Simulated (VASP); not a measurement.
Relaxed, unreconstructed slabs of W (bcc). These are r2SCAN meta-GGA, VASP's PBE PAW potentials (set 64) (plane waves; VASP) values and carry that method's errors.

Slab and bulk use different k-meshes, so the surface energy is good to a few per cent at best.

Question: Order the faces (110) [5 atoms], (100) [6 atoms] by surface energy, lowest first.

Answer: (110) [5 atoms] (3.51 J/m²), (100) [6 atoms] (4.35 J/m²)

Question: And what are their work functions?

Answer: (110) [5 atoms] 4.79 eV, (100) [6 atoms] 4.16 eV.

Runs of the series that failed, ran out of time, didn't relax or are held back are left out, and each face is given by its thickest slab.

The cell is a thin slab with vacuum, built from W (bcc).
